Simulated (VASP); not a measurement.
Input:

```
CELL_PARAMETERS angstrom
     -1.69955     1.69955     4.57637
      1.69955    -1.69955     4.57637
      1.69955     1.69955    -4.57637
ATOMIC_POSITIONS crystal
  Zr 0.00000 0.00000 0.00000
  Ge 0.32139 0.32139 0.00000
  Ge 0.67861 0.67861 0.00000
```

The numbers are results of PBEsol GGA, VASP's PBE PAW potentials (set 64) (plane waves; VASP), not measurements. Settings: 400 eV cut-off, Gaussian smearing of 0.050 eV, potentials Zr_sv Ge_d.

Task: Give the energies of bands 16 to 23 at the high-symmetry points, in eV from the Fermi level.

Result: 
| band | Γ | X | P | N | M | S | R |
|---|---|---|---|---|---|---|---|
| 16 | -4.98 | -6.30 | -6.56 | -8.87 | -8.29 | -8.16 | -7.56 |
| 17 | -4.26 | -5.11 | -4.79 | -3.58 | -0.98 | -4.97 | -4.23 |
| 18 | -1.03 | -4.37 | -4.79 | -3.20 | -0.40 | -1.73 | -3.51 |
| 19 | -1.03 | -2.91 | -2.12 | -0.80 | 0.15 | -0.67 | -2.98 |
| 20 | -0.77 | -1.31 | -0.42 | 0.05 | 0.15 | 0.01 | -1.17 |
| 21 | 2.34 | 0.55 | -0.42 | 2.18 | 1.57 | 2.24 | 0.17 |
| 22 | 3.33 | 1.87 | 0.08 | 3.35 | 1.57 | 3.16 | 1.37 |
| 23 | 4.75 | 3.48 | 4.95 | 3.68 | 2.43 | 3.92 | 3.42 |

It has no gap at this level: it comes out as a metal or semimetal.

The structure was generated: ZrGe2 was put into the MoSi2 type (I4/mmm), which need not be its known phase. It was relaxed first.
